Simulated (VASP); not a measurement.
A run of VASP 6.6.1 is set up as follows.

The input INCAR:

```
PREC = Accurate
ENCUT = 520
EDIFF = 1E-7
ISMEAR = 0
SIGMA = 0.1
LREAL = F
LASPH = T
NELM = 100
ALGO = Fast
ISIF = 2
LWAVE = F
LCHARG = F
GGA = PE
NBANDS = 26
```

Contents of KPOINTS:

```
regular mesh
0
Gamma
  6 6 2
```

Contents of POSCAR:

```
KSb5
1.0
    6.4754021204      0.0000000000      0.0000000000
   -3.2377010602      5.6078627360      0.0000000000
    0.0000000000      0.0000000000      9.7077611762
K Sb
1 5
Direct
    0.0000000000      0.0000000000      0.0000000000
    0.5000000000      0.0000000000      0.0000000000
    0.0000000000      0.5000000000      0.0000000000
    0.5000000000      0.5000000000      0.0000000000
    0.0000000000      0.0000000000      0.6289349592
    0.0000000000      0.0000000000      0.3710650408
```

Potentials or basis: VASP PAW PBE potentials, release 64 (K_sv, Sb).

Run with:

```sh
$ cat potpaw_PBE.64/K_sv/POTCAR potpaw_PBE.64/Sb/POTCAR > POTCAR
$ mpirun -np 1 vasp_std > vasp.out
```

Question: Predict the largest force.

Answer: 0.061 eV/Å.

Question: Predict the band gap on the k mesh.

Answer: None (metal or under the smearing width).

Forces on the atoms (eV/Å):
```
K    0.000  0.000  0.000
Sb   0.000  0.000  0.000
Sb   0.000  0.000  0.000
Sb   0.000  0.000  0.000
Sb   0.000  0.000  0.061
Sb   0.000  0.000 -0.061
```

The run has no spin-orbit coupling, so splittings on Sb are missing.
